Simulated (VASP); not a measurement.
```
Sr3NSb
1.0
    5.14429     0.00000     0.00000
    0.00000     5.14429     0.00000
    0.00000     0.00000     5.14429
Sr Sb N
3 1 1
Direct
  0.00000   0.50000   0.50000
  0.50000   0.00000   0.50000
  0.50000   0.50000   0.00000
  0.00000   0.00000   0.00000
  0.50000   0.50000   0.50000
```

The numbers are results of PBEsol GGA, VASP's PBE PAW potentials (set 64) (plane waves; VASP), not measurements. Numerical set-up: 520 eV cut-off, Gaussian smearing of 0.050 eV, potentials Sr_sv Sb N.

Unless said otherwise, spin-orbit coupling is left out, though it shifts the bands of the heavy elements here.

Predict the band gap (along the path) with the smallest direct gap where there is one.

```
Item                                    Value
------------------------------------  -------
band gap (along the path)             0.15 eV
smallest direct gap (along the path)  0.15 eV
```

Only differences to runs with the same potentials and settings are physical.

The structure comes from a computed database's Sr3SbN entry (Pm-3m); how it stands against other phases isn't given here. It was relaxed first.
